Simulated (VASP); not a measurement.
Input:

```xyz
3
Lattice="2.0216 -3.5016 0.0000 2.0216 3.5016 0.0000 0.0000 0.0000 5.1266" Properties=species:S:1:pos:R:3 pbc="T T T"
Se     0.5020     0.8695     3.4177
Se     3.0393     0.0000     0.0000
Se     0.5020    -0.8695     1.7089
```

These are PBEsol GGA, VASP's PBE PAW potentials (set 64) (plane waves; VASP 6.6.1) values and carry that method's errors. Numerical set-up: 480 eV cut-off, 6×6×4 Γ-centred mesh, Gaussian smearing of 0.050 eV, potentials Se.

Energy and stress use the plane-wave basis of the starting cell. Without a dispersion term in the relaxation, distances and binding between the weakly bound layers, chains or molecules are unreliable, and so is what depends on them.

Question: The ions, cell shape and volume at an external pressure of 1.0 GPa are relaxed. Give the cell that the relaxation ends in.

Answer: 
```xyz
3
Lattice="1.9840 -3.4364 0.0000 1.9840 3.4364 0.0000 0.0000 0.0000 5.1297" Properties=species:S:1:pos:R:3 pbc="T T T"
Se     2.4899    -2.5601     3.4198
Se     2.9561     0.0000     5.1297
Se     2.4899     2.5601     1.7099
```
Space group P3_121 (152), at a tolerance of 0.03 Å.

Question: How do energy and volume change from the first to the last step?

Answer: The energy (σ→0) changes by +2.4 meV/atom and the volume by -3.6 %, in 9 ionic steps.

The compound is Se in the trig structure. This run relaxes it under an external pressure of 1 GPa. Symmetry was kept, so distortions that lower it aren't found.
